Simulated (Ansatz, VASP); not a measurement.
# Ru in two plane-wave programs

One calculation is typed for both programs; each brings its own data sets. How far apart do they land? Of the first pair: The cell is taken from a series of runs on this material, whose earlier steps may have relaxed, scaled, displaced or heated it; both programs get it as it stands.

Calculated with Ansatz 0.2.0; plane waves, with VASP 6.6.1 beside it; PBEsol.

**1. Starting point**

The cell holds 12 atoms: 12 Ru. Cell: a = 2.706 Å, b = 4.282 Å, c = 25.498 Å, α = 90.0°, β = 90.0°, γ = 90.0°. It derives from Ru (Ruthenium). As first built, before any earlier steps moved the atoms or strained the cell (in the runner's words): stoichiometric True; symmetric True. Vacuum lies along c.

**2. Ansatz: single point, PBEsol, pair 1**

Ansatz runs on its default PAW (the set named soft_2) files.

With cell and atoms fixed, the geometry can't cause a difference; cores, projectors, grids and the points listed under the comparison can.

The input, input.yaml:

```yaml
crystal:
  lattice:
    - [2.7058, 0.0, 0.0]
    - [0.0, 4.2819, 0.0]
    - [0.0, 0.0, 25.4975548671]
  atoms:
    - { symbol: Ru, position: [1.0, 0.25, 0.7387634865] }
    - { symbol: Ru, position: [0.5, 0.75, 0.7126885939] }
    - { symbol: Ru, position: [0.5, 0.25, 0.6526079526] }
    - { symbol: Ru, position: [1.0, 0.75, 0.6223879036] }
    - { symbol: Ru, position: [0.0, 0.25, 0.561268399] }
    - { symbol: Ru, position: [0.5, 0.75, 0.530634199] }
    - { symbol: Ru, position: [0.5, 0.25, 0.469365801] }
    - { symbol: Ru, position: [0.0, 0.75, 0.438731601] }
    - { symbol: Ru, position: [0.0, 0.25, 0.3776120964] }
    - { symbol: Ru, position: [0.5, 0.75, 0.3473920474] }
    - { symbol: Ru, position: [0.5, 0.25, 0.2873114061] }
    - { symbol: Ru, position: [1.0, 0.75, 0.2612365135] }
kpoints:
  mp_grid: { grid: [14, 10, 1] }
scf:
  occupations: { method: fermi_dirac, width: 0.05 }
  n_extra_bands: 11
hamiltonian:
  xc: pbesol
  pseudopotentials: { kind: paw }
output:
  forces: true
  write_potential: true
  volumetric_format: []
  efg: { contact_densities: true }
  dos:
    projected: true
    de: 0.05
    e_range: [-30, 12]
    method: { smearing: { sigma: 0.15, scheme: gaussian } }
  eigenstates:
    kpoints:
      - [0.5, 0.0, 0.0]
      - [0.45833333, 0.0, 0.0]
      - [0.41666667, 0.0, 0.0]
      - [0.375, 0.0, 0.0]
      - [0.33333333, 0.0, 0.0]
      - [0.29166667, 0.0, 0.0]
      - [0.25, 0.0, 0.0]
      - [0.20833333, 0.0, 0.0]
      - [0.16666667, 0.0, 0.0]
      - [0.125, 0.0, 0.0]
      - [0.08333333, 0.0, 0.0]
      - [0.04166667, 0.0, 0.0]
      - [0.0, 0.0, 0.0]
      - [0.0, 0.08333333, 0.0]
      - [0.0, 0.16666667, 0.0]
      - [0.0, 0.25, 0.0]
      - [0.0, 0.33333333, 0.0]
      - [0.0, 0.41666667, 0.0]
      - [0.0, 0.5, 0.0]
      - [0.04166667, 0.5, 0.0]
      - [0.08333333, 0.5, 0.0]
      - [0.125, 0.5, 0.0]
      - [0.16666667, 0.5, 0.0]
      - [0.20833333, 0.5, 0.0]
      - [0.25, 0.5, 0.0]
      - [0.29166667, 0.5, 0.0]
      - [0.33333333, 0.5, 0.0]
      - [0.375, 0.5, 0.0]
      - [0.41666667, 0.5, 0.0]
      - [0.45833333, 0.5, 0.0]
      - [0.5, 0.5, 0.0]
      - [0.5, 0.41666667, 0.0]
      - [0.5, 0.33333333, 0.0]
      - [0.5, 0.25, 0.0]
      - [0.5, 0.16666667, 0.0]
      - [0.5, 0.08333333, 0.0]
    e_range: [-8.0, 4.0]
    unfold:
      supercell_matrix: [[1, 0, 0], [0, 1, 0], [0, 0, 1]]
      layers:
        axis: 3
        edges: [0.104359, 0.362502, 0.398734, 0.601266, 0.637497, 0.89564]
```

Launch:

```bash
> ansatz run input.yaml --threads 4 --pin off --max-ram 12288MiB --backend cpu --events-out ev --progress --plain --runs-dir out
```

Numbers of over 12 decimals in the logs are rounded to 6 here.

Output:

```text
scf.n_extra_bands = 11 over 96 filled bands (N_el = 192.0): the run solves 107 bands
Ru: output.efg is read without spin–orbit coupling, which moves field gradients at and beside such atoms by some per cent and up to a factor of two; PAW files take it under magnetization.noncollinear and magnetization.spin_orbit
Engine: ansatz 0.2.0, aarch64-unknown-linux-gnu
Pseudopotentials: kind: paw
Pseudopotential: Ru, paw, valence charge 16, recommended cutoff 420 eV (normal), Ru.paw.azcp
Functional definition: PBEsol
  exchange = pbesol_x
  correlation = pbesol_c
Crystal: 12 atoms, lattice volume = 295.414 Å³
Basis set: ecut = 420 eV, 5807 PW (Γ), exchange–correlation on 40×60×360 points (8 copies of the dense FFT grid, shifted against one another)
Bands: 107, of which v1, the nominal top of the filled ones, is band 96 counted from 1 (95 counted from 0)
Symmetry: 8 space group operations
Space group: Pmma (ITA 51), of the structure as read, at distance tolerance 6.7e-5 Å
k-points: 48 of 140
Non-local potential: Ru, projectors of the file, l = 0: 3, l = 1: 2, l = 2: 2, l = 3: 1
PAW form: soft (Blöchl's): semilocal exchange-correlation on the pseudo side does not see the compensation charge
PAW frozen core: Ru, regenerated for the run's functional, and the local potential with it (the file was generated under x = pbe(κ = 0.804, μ = 0.219515), c = pbe(β = 0.066725))
PAW one-centre angular grid: Ru, 590 points (default); XC on 64 Gauss nodes
Initial density: superposition of atomic densities (neutral atoms: chi_scale 0, normalization atom), corrected by the library's trained network
Initial wavefunctions: pseudopotential atomic-orbital guess
Functional: x = pbesol(κ = 0.804, μ = 0.123457), c = pbesol(β = 0.046)
SCF iter   1: F=—  HF=-69793.222102 eV  |F-HF|=—  |Δ(HF+E_count)|=         —  Δρ=1.33e-2  dr2=5.31e0  ethr=1.77e-3  ⟨swp⟩=6.9  Hψ=20968  notcnv=0
preconditioner: auto → LDOS  [metal: Δε(μ)=0.004 eV  Ē_g=3.994 eV  σ=0.050 eV  W_gap=0.02  n_scr=72 (ndim 8)  ℏωp=21.2 eV  f_vac=0.410  D(μ)=17.09/eV (n_scr^D=184)  β→1.0]
SCF iter   2: F=—  HF=-69793.162218 eV  |F-HF|=—  |Δ(HF+E_count)|=   5.99e-2  Δρ=6.83e-3  dr2=1.41e-1  ethr=1.77e-3  ⟨swp⟩=2.0  Hψ=6573  notcnv=0  defer=7
SCF iter   3: F=—  HF=-69793.132247 eV  |F-HF|=—  |Δ(HF+E_count)|=   3.00e-2  Δρ=3.30e-3  dr2=3.82e-2  ethr=7.34e-5  ⟨swp⟩=3.1  Hψ=12040  notcnv=0  defer=7
SCF iter   4: F=—  HF=-69793.122834 eV  |F-HF|=—  |Δ(HF+E_count)|=   9.41e-3  Δρ=3.82e-4  dr2=1.81e-3  ethr=1.99e-5  ⟨swp⟩=3.3  Hψ=12146  notcnv=0  defer=7
SCF iter   5: F=—  HF=-69793.122819 eV  |F-HF|=—  |Δ(HF+E_count)|=   1.49e-5  Δρ=1.47e-4  dr2=1.38e-4  ethr=9.41e-7  ⟨swp⟩=2.3  Hψ=7986  notcnv=0  defer=7
SCF iter   6: F=—  HF=-69793.122883 eV  |F-HF|=—  |Δ(HF+E_count)|=   6.44e-5  Δρ=5.09e-5  dr2=2.97e-5  ethr=7.19e-8  ⟨swp⟩=2.5  Hψ=7764  notcnv=0  defer=7
SCF iter   7: F=—  HF=-69793.122347 eV  |F-HF|=—  |Δ(HF+E_count)|=   5.36e-4  Δρ=2.48e-5  dr2=3.50e-6  ethr=1.54e-8  ⟨swp⟩=2.1  Hψ=7706  notcnv=0  defer=7
SCF iter   8: F=—  HF=-69793.122350 eV  |F-HF|=—  |Δ(HF+E_count)|=   2.46e-6  Δρ=1.39e-5  dr2=1.17e-6  ethr=1.83e-9  ⟨swp⟩=2.9  Hψ=9577  notcnv=0  defer=7
SCF iter   9: F=—  HF=-69793.122350 eV  |F-HF|=—  |Δ(HF+E_count)|=   5.92e-7  Δρ=5.17e-6  dr2=1.83e-7  ethr=6.07e-10  ⟨swp⟩=2.2  Hψ=7769  notcnv=0  defer=7
SCF iter  10: F=-69793.122351 eV  HF=-69793.122351 eV  |F-HF|=2.40e-9  |Δ(HF+E_count)|=   1.48e-7  Δρ=1.82e-6  dr2=1.39e-8  ethr=5.21e-11  ⟨swp⟩=13.0  Hψ=42482  notcnv=0
SCF 1 converged in 10 iterations: F = -69793.122351 eV  dr2 = 1.39e-8
  greatest PAW one-centre occupation: 0.999 electrons in one spin orbital (limit 2), on the Ru atom at site 11 (counted from 0), in its partial waves of l = 0
NSCF: frozen V_eff on 36 k-points
WARN: The output density's exchange-correlation potential varies sharply where the density is thin. Do not read a vacuum level from v_tot or v_xc, or from such a field of the output density. On a cell that repeats whose density bears no net charge and no dipole along the vacuum's axis use v_es (v_loc + v_h of the components); under efield.dipole_correction with no amplitude use v_es + v_field, which holds any externa [...]
SCF converged after 10 iterations
Free energy (F): -69793.122351 eV
Harris-Foulkes:  -69793.122351 eV  (|F-HF|=2.40e-9)
Internal energy: -69792.988585 eV  (E = F + TS)
E sigma→0 (E₀):  -69793.055468 eV
Entropy (-TS):   -0.133766 eV (-11.147 meV/atom)
Fermi energy:    10.764889 eV
--- Per-component energies (eV) ---
  E_band       = -3074.542079
  E_kinetic    = 6167.403769
  E_local      = -272710.715677  (includes V_loc(G=0)·N_el)
  E_nonlocal   = 4141.594942
  E_hartree    = 132428.372219
  E_xc         = -2269.291798
  E_vxc        = -2858.246795  (∫ρ·V_xc dr)
  E_paw        = -40794.692169  (= ΣΔE_a)
  E_vpaw       = -2671.318609  (= ΣTr[D̂ρ^β])
  E_aug_tail   = -0.002532  (compensation charges beyond the density's cutoff)
  E_ewald      = 103241.303110
  E_core_change = 3.039552  (= ΣΔE_core)
  E_smearing   = -0.133766  (= −TS)
  E_closure    = 0.000000  (closes the sum)
  Σ components = -69793.122351   (vs F -69793.122351, Δ=0.00e0)
--- Forces (eV/Å), atoms counted from 1 ---
  atom   1  Ru     0.00000000     0.00000000    -0.04481961
  atom   2  Ru    -0.00000000     0.00000000     0.06205255
  atom   3  Ru     0.00000000     0.00000000    -0.04006154
  atom   4  Ru     0.00000000    -0.00000000    -0.01775837
  atom   5  Ru     0.00000000     0.00000000    -0.28757440
  atom   6  Ru     0.00000000     0.00000000    -0.07374696
  atom   7  Ru    -0.00000000    -0.00000000     0.07374696
  atom   8  Ru    -0.00000000    -0.00000000     0.28757440
  atom   9  Ru    -0.00000000     0.00000000     0.01775837
  atom  10  Ru    -0.00000000    -0.00000000     0.04006154
  atom  11  Ru     0.00000000    -0.00000000    -0.06205255
  atom  12  Ru    -0.00000000    -0.00000000     0.04481961
  max |Σ_I F_I| component: 6.94e-18 eV/Å
--- PAW observables at the nuclei: V_zz in 10²¹ V/m², potentials from the cell's mean, atoms counted from 1 ---
  atom   1  Ru V_zz =   +11.724005   η = 0.3519   by run symmetry: allowed
            electrostatic potential = -6791.930509 V   contact ρ = 718380.895128 e/Å³
  atom   2  Ru V_zz =    +6.915960   η = 0.2478   by run symmetry: allowed
            electrostatic potential = -6791.705669 V   contact ρ = 718386.278970 e/Å³
  atom   3  Ru V_zz =    -1.186478   η = 0.3926   by run symmetry: allowed
            electrostatic potential = -6791.501662 V   contact ρ = 718386.363234 e/Å³
  atom   4  Ru V_zz =    +1.247041   η = 0.8357   by run symmetry: allowed
            electrostatic potential = -6791.564381 V   contact ρ = 718382.004038 e/Å³
  atom   5  Ru V_zz =    -0.516895   η = 0.0996   by run symmetry: allowed
            electrostatic potential = -6791.656403 V   contact ρ = 718383.526119 e/Å³
  atom   6  Ru V_zz =    -0.571651   η = 0.8848   by run symmetry: allowed
            electrostatic potential = -6791.639445 V   contact ρ = 718383.363723 e/Å³
  atom   7  Ru V_zz =    -0.571651   η = 0.8848   by run symmetry: allowed
            electrostatic potential = -6791.639445 V   contact ρ = 718383.363723 e/Å³
  atom   8  Ru V_zz =    -0.516895   η = 0.0996   by run symmetry: allowed
            electrostatic potential = -6791.656403 V   contact ρ = 718383.526119 e/Å³
  atom   9  Ru V_zz =    +1.247041   η = 0.8357   by run symmetry: allowed
            electrostatic potential = -6791.564381 V   contact ρ = 718382.004038 e/Å³
  atom  10  Ru V_zz =    -1.186478   η = 0.3926   by run symmetry: allowed
            electrostatic potential = -6791.501662 V   contact ρ = 718386.363234 e/Å³
  atom  11  Ru V_zz =    +6.915960   η = 0.2478   by run symmetry: allowed
            electrostatic potential = -6791.705669 V   contact ρ = 718386.278970 e/Å³
  atom  12  Ru V_zz =   +11.724005   η = 0.3519   by run symmetry: allowed
            electrostatic potential = -6791.930509 V   contact ρ = 718380.895128 e/Å³
--- Band table (eV; the first three rows and the last of 48) ---
  k-point 0: bands = [... 92 lower, 9.5594, 9.5945, 9.7857, 9.8491, 9.8772, 9.9809, 10.1428, 10.6671, ... 7 higher]
  k-point 1: bands = [... 92 lower, 9.6005, 9.7825, 9.8655, 9.9765, 10.1308, 10.3176, 10.3666, 10.6499, ... 7 higher]
  k-point 2: bands = [... 92 lower, 9.9902, 10.0101, 10.0970, 10.3093, 10.3996, 10.6249, 10.7544, 10.8447, ... 7 higher]
  k-point 47: bands = [... 92 lower, 11.2991, 11.2991, 11.4856, 11.4856, 11.6328, 11.6328, 12.1043, 12.1043, ... 7 higher]
```

[end of part 1 of 3]

[Lines on the potential files, build, host, timing and source positions are cut from VASP's logs without a mark.]

[Logs are printed without paths, hosts, clocks, repeated set-up lines and the standing remarks that a program may print on its own settings, such as how far it seeks lower states.]

[Hosts, paths, dates, database ids (printed as entryN), source tags and the programs' standing remarks are cut or masked in the printed files.]
